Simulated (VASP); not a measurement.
These are SCAN meta-GGA, VASP's PBE PAW potentials (set 64) (plane waves; VASP 6.6.1) values and carry that method's errors.

The input files of a VASP run:

POSCAR:
```
TiAl
1
    2.7578050068     0.0000000000     0.0000000000
    0.0000000000     2.7578050068     0.0000000000
    0.0000000000     0.0000000000     3.9642574527
Ti Al
1 1
Direct
  0.0000000000   0.0000000000   0.0000000000
  0.5000000000   0.5000000000   0.5000000000
```

**KPOINTS**
```
kpoints
0
G
13 13 9
```

**INCAR**
```
# general
SYSTEM  = TiAl
PREC    = Accurate
ENCUT   = 520   # plane-wave cut-off (eV)
LREAL   = .FALSE.
LASPH   = .TRUE.   # aspherical one-centre terms

# electronic loop
EDIFF   = 1E-7   # SCF stop (eV)
NELM    = 100
ALGO    = Normal   # blocked Davidson
LMAXMIX = 4   # l cut-off of mixed one-centre charges
LMIXTAU = .TRUE.

# smearing
ISMEAR  = 1
SIGMA   = 0.1

# functional
METAGGA = SCAN

# ions
IBRION  = 2   # conjugate gradients
NSW     = 30   # most ionic steps
ISIF    = 4   # ions and shape, fixed volume
EDIFFG  = -0.01   # ionic stop

# output
LWAVE   = .FALSE.
LCHARG  = .FALSE.
```

POTCAR, in this order: Ti_sv Al (PBE.64 set). Program: vasp_std.

The resulting files:

### OUTCAR
```
 ion  position               nearest neighbor table
   1  0.000  0.000  0.000-   2 2.78   2 2.78   2 2.78   2 2.78   2 2.78   2 2.78   2 2.78   2 2.78
  LATTYP: Found a simple tetragonal cell.
 ALAT       =     2.7578050068
 C/A-ratio  =     1.4374683645
 Subroutine PRICEL returns:
 Original cell was already a primitive cell.
 Subroutine GETGRP returns: Found 16 space group operations
The static configuration has the point symmetry D_4h.
The dynamic configuration has the point symmetry D_4h.
 Subroutine INISYM returns: Found 16 space group operations
 Subroutine IBZKPT returns following result:
 Found    140 irreducible k-points:

 Following reciprocal coordinates:
            Coordinates               Weight
  0.000000  0.000000  0.000000      1.000000
  0.076923  0.000000  0.000000      4.000000
  0.153846  0.000000  0.000000      4.000000
  0.230769  0.000000  0.000000      4.000000
  0.307692  0.000000  0.000000      4.000000
  0.384615  0.000000  0.000000      4.000000
  0.461538  0.000000  0.000000      4.000000
  0.076923  0.076923  0.000000      4.000000
  0.153846  0.076923  0.000000      8.000000
  0.230769  0.076923  0.000000      8.000000
  0.307692  0.076923  0.000000      8.000000
  0.384615  0.076923  0.000000      8.000000
  0.461538  0.076923  0.000000      8.000000
  0.153846  0.153846  0.000000      4.000000
  0.230769  0.153846  0.000000      8.000000
  0.307692  0.153846  0.000000      8.000000
  0.384615  0.153846  0.000000      8.000000
  0.461538  0.153846  0.000000      8.000000
  0.230769  0.230769  0.000000      4.000000
  0.307692  0.230769  0.000000      8.000000
  0.384615  0.230769  0.000000      8.000000
  0.461538  0.230769  0.000000      8.000000
  0.307692  0.307692  0.000000      4.000000
  0.384615  0.307692  0.000000      8.000000
  0.461538  0.307692  0.000000      8.000000
  0.384615  0.384615  0.000000      4.000000
  0.461538  0.384615  0.000000      8.000000
  0.461538  0.461538  0.000000      4.000000
  0.000000  0.000000  0.111111      2.000000
  0.076923  0.000000  0.111111      8.000000
  0.153846  0.000000  0.111111      8.000000
  0.230769  0.000000  0.111111      8.000000
  0.307692  0.000000  0.111111      8.000000
  0.384615  0.000000  0.111111      8.000000
  0.461538  0.000000  0.111111      8.000000
  0.076923  0.076923  0.111111      8.000000
  0.153846  0.076923  0.111111     16.000000
  0.230769  0.076923  0.111111     16.000000
  0.307692  0.076923  0.111111     16.000000
  0.384615  0.076923  0.111111     16.000000
   k-points           NKPTS =    140   k-points in BZ     NKDIM =    140   number of bands    NBANDS=     11
   number of dos      NEDOS =    301   number of ions     NIONS =      2
   total plane-waves  NPLWV =  17280
   dimension x,y,z NGX =    24 NGY =   24 NGZ =   30
   dimension x,y,z NGXF=    48 NGYF=   48 NGZF=   60
   ions per type =               1   1
   PREC   = accura    normal or accurate (medium, high low for compatibility)
   ISTART =      0    job   : 0-new  1-cont  2-samecut
   ICHARG =      2    charge: 1-file 2-atom 10-const
   ISPIN  =      1    spin polarized calculation?
   LNONCOLLINEAR =      F non collinear calculations
   LSORBIT =      F    spin-orbit coupling
   INIWAV =      1    electr: 0-lowe 1-rand  2-diag
   ENCUT  =  520.0 eV  38.22 Ry    6.18 a.u.   5.13  5.13  7.37*2*pi/ulx,y,z
   NELM   =    100;   NELMIN=  2; NELMDL= -5     # of ELM steps
   EDIFF  = 0.1E-06   stopping-criterion for ELM
   LREAL  =      F    real-space projection
   NLSPLINE    = F    spline interpolate recip. space projectors
   LMAXMIX     =    4 max onsite mixed and CHGCAR
...
```

OSZICAR:
```
       N       E                     dE             d eps       ncg     rms          rms(c)
DAV:   1     0.815542852229E+02    0.81554E+02   -0.76911E+03  3080   0.143E+03
DAV:   2    -0.224673779443E+02   -0.10402E+03   -0.10111E+03  3110   0.349E+02
DAV:   3    -0.289195029434E+02   -0.64521E+01   -0.61336E+01  4713   0.841E+01
DAV:   4    -0.292042377589E+02   -0.28473E+00   -0.28224E+00  3861   0.154E+01
DAV:   5    -0.292185380884E+02   -0.14300E-01   -0.14286E-01  4430   0.306E+00    0.125E+01
DAV:   6    -0.251798743105E+02    0.40387E+01   -0.14461E+01  4247   0.560E+01    0.313E+00
DAV:   7    -0.244004062954E+02    0.77947E+00   -0.15831E+00  3511   0.165E+01    0.206E+00
DAV:   8    -0.245068218829E+02   -0.10642E+00   -0.85155E-01  3381   0.105E+01    0.123E+00
DAV:   9    -0.245055023235E+02    0.13196E-02   -0.17003E-01  3193   0.552E+00    0.731E-01
DAV:  10    -0.246146713460E+02   -0.10917E+00   -0.26214E-01  3134   0.714E+00    0.207E-01
DAV:  11    -0.246143979329E+02    0.27341E-03   -0.35560E-02  3254   0.286E+00    0.160E-01
DAV:  12    -0.246199357021E+02   -0.55378E-02   -0.44755E-03  3224   0.911E-01    0.998E-02
DAV:  13    -0.246212060231E+02   -0.12703E-02   -0.42029E-02  3083   0.329E+00    0.651E-02
DAV:  14    -0.246189453249E+02    0.22607E-02   -0.61464E-03  3083   0.125E+00    0.332E-02
DAV:  15    -0.246190702475E+02   -0.12492E-03   -0.10568E-03  3176   0.456E-01    0.414E-02
DAV:  16    -0.246196155715E+02   -0.54532E-03   -0.73482E-04  3182   0.314E-01    0.247E-02
DAV:  17    -0.246190158194E+02    0.59975E-03   -0.34767E-03  3092   0.644E-01    0.651E-03
DAV:  18    -0.246189944642E+02    0.21355E-04   -0.62405E-05  3267   0.939E-02    0.504E-03
DAV:  19    -0.246189923375E+02    0.21267E-05   -0.21830E-05  3153   0.722E-02    0.290E-03
DAV:  20    -0.246189801447E+02    0.12193E-04   -0.26157E-05  3104   0.714E-02    0.280E-03
DAV:  21    -0.246189748756E+02    0.52690E-05   -0.76679E-06  3136   0.399E-02    0.189E-03
DAV:  22    -0.246189740182E+02    0.85743E-06   -0.65474E-06  3116   0.322E-02    0.966E-04
DAV:  23    -0.246189728655E+02    0.11527E-05   -0.36793E-07  3446   0.849E-03    0.464E-04
DAV:  24    -0.246189731120E+02   -0.24654E-06   -0.17897E-07  3044   0.617E-03    0.310E-04
DAV:  25    -0.246189726595E+02    0.45251E-06   -0.66873E-07  3086   0.105E-02    0.100E-04
DAV:  26    -0.246189725466E+02    0.11291E-06   -0.39696E-08  1561   0.305E-03    0.448E-05
DAV:  27    -0.246189725290E+02    0.17585E-07   -0.45118E-09  1555   0.958E-04
   1 F= -.24618973E+02 E0= -.24618978E+02  d E =-.246190E+02
       N       E                     dE             d eps       ncg     rms          rms(c)
DAV:   1    -0.246191021500E+02   -0.12960E-03   -0.58333E-03  3170   0.132E+00    0.742E-02
DAV:   2    -0.246189998600E+02    0.10229E-03   -0.31468E-04  3146   0.195E-01    0.376E-02
DAV:   3    -0.246189715325E+02    0.28328E-04   -0.71967E-05  3172   0.128E-01    0.137E-02
DAV:   4    -0.246189856378E+02   -0.14105E-04   -0.15542E-04  3103   0.147E-01    0.431E-03
DAV:   5    -0.246189729748E+02    0.12663E-04   -0.49458E-05  3100   0.742E-02    0.229E-03
DAV:   6    -0.246189854145E+02   -0.12440E-04   -0.84359E-06  3182   0.410E-02    0.929E-04
DAV:   7    -0.246189863956E+02   -0.98109E-06   -0.61815E-06  3083   0.303E-02    0.444E-04
DAV:   8    -0.246189877829E+02   -0.13873E-05   -0.10889E-06  3140   0.121E-02    0.281E-04
DAV:   9    -0.246189877661E+02    0.16788E-07   -0.23079E-07  3130   0.609E-03
   2 F= -.24618988E+02 E0= -.24619002E+02  d E =-.152371E-04
       N       E                     dE             d eps       ncg     rms          rms(c)
DAV:   1    -0.246191383207E+02   -0.15054E-03   -0.75484E-03  3170   0.150E+00    0.844E-02
DAV:   2    -0.246190090314E+02    0.12929E-03   -0.40445E-04  3146   0.221E-01    0.429E-02
DAV:   3    -0.246189745281E+02    0.34503E-04   -0.91165E-05  3181   0.145E-01    0.155E-02
DAV:   4    -0.246189902928E+02   -0.15765E-04   -0.18891E-04  3109   0.163E-01    0.487E-03
DAV:   5    -0.246189747343E+02    0.15559E-04   -0.56631E-05  3100   0.799E-02    0.260E-03
DAV:   6    -0.246189888052E+02   -0.14071E-04   -0.91463E-06  3200   0.433E-02    0.102E-03
DAV:   7    -0.246189900743E+02   -0.12691E-05   -0.64238E-06  3086   0.308E-02    0.492E-04
DAV:   8    -0.246189916610E+02   -0.15867E-05   -0.12968E-06  3122   0.131E-02    0.316E-04
DAV:   9    -0.246189916248E+02    0.36264E-07   -0.32680E-07  3113   0.720E-03
   3 F= -.24618992E+02 E0= -.24619017E+02  d E =-.190957E-04
```

File OUTCAR:
```
------------------------ aborting loop because EDIFF is reached ----------------------------------------
  FORCE on cell =-STRESS in cart. coord.  units (eV):
  Direction    XX          YY          ZZ          XY          YZ          ZX
  --------------------------------------------------------------------------------------
  Total        1.5628788      1.5628788      1.5620750      0.0000000      0.0000000      0.0000000
  in kB       83.0513937     83.0513937     83.0086809      0.0000000      0.0000000      0.0000000
  external PRESSURE =      83.0371561 kB  Pullay stress =       0.0000000 kB
  volume of cell :       30.15
      direct lattice vectors                 reciprocal lattice vectors
     2.760575788  0.000000000  0.000000000     0.362243270  0.000000000  0.000000000
     0.000000000  2.760575788 -0.000000000     0.000000000  0.362243270  0.000000000
     0.000000000  0.000000000  3.956303620     0.000000000  0.000000000  0.252761187
 POSITION                                       TOTAL-FORCE (eV/Angst)
 -----------------------------------------------------------------------------------
      0.00000      0.00000      0.00000         0.000000      0.000000      0.000000
      1.38029      1.38029      1.97815         0.000000      0.000000      0.000000
 -----------------------------------------------------------------------------------
    total drift:                               -0.000000      0.000000      0.000000
  FREE ENERGIE OF THE ION-ELECTRON SYSTEM (eV)
  ---------------------------------------------------
  free  energy   TOTEN  =       -24.6189916248 eV

  energy  without entropy=      -24.6190670030  energy(sigma->0) =      -24.61901675

 reached required accuracy - stopping structural energy minimisation
```
(Selected blocks of OUTCAR.)

### CONTCAR
```
TiAl
   1.00000000000000
     2.7605757884040689    0.0000000000000000    0.0000000000000000
     0.0000000000000000    2.7605757884040689   -0.0000000000000000
     0.0000000000000000    0.0000000000000000    3.9563036197931036
  Ti              Al
     1     1
Direct
     0.0000000000000000    0.0000000000000000    0.0000000000000000
     0.5000000000000000    0.5000000000000000    0.5000000000000000
```

The compound is TiAl in the L1_0 structure. This cell is one point of a volume scan, at 0.94 of the reference volume. Symmetry was kept, so distortions that lower it aren't found. The electron count is odd and the run is not spin-polarised, which forces a metal.
